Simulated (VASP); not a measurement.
Input:

```
CELL_PARAMETERS angstrom
      0.00000     2.82900     2.82900
      2.82900     0.00000     2.82900
      2.82900     2.82900     0.00000
ATOMIC_POSITIONS crystal
  Ge 0.00000 0.00000 0.00000
  Ge 0.25000 0.25000 0.25000
```

Calculation: PBE GGA with D3 dispersion (Becke-Johnson damping), VASP's PBE PAW potentials (set 64) (plane waves; VASP 6.6.1). Settings: 520 eV cut-off, 7×7×7 Γ-centred mesh, Gaussian smearing of 0.050 eV, potentials Ge_d.

Energy and stress use the plane-wave basis of the starting cell.

The ions, cell shape and volume are relaxed. Which structure does the run end with?

```
CELL_PARAMETERS angstrom
      0.00000     2.84912     2.84912
      2.84912     0.00000     2.84912
      2.84912     2.84912     0.00000
ATOMIC_POSITIONS crystal
  Ge 0.00000 0.00000 0.00000
  Ge 0.25000 0.25000 0.25000
```
Space group Fd-3m (227), at a tolerance of 0.03 Å.

How do energy and volume change from the first to the last step?

The energy (σ→0) changes by -2.1 meV/atom and the volume by +2.1 %, in 4 ionic steps.

The compound is Ge in the diamond structure. This run relaxes it. Symmetry was kept, so distortions that lower it aren't found.
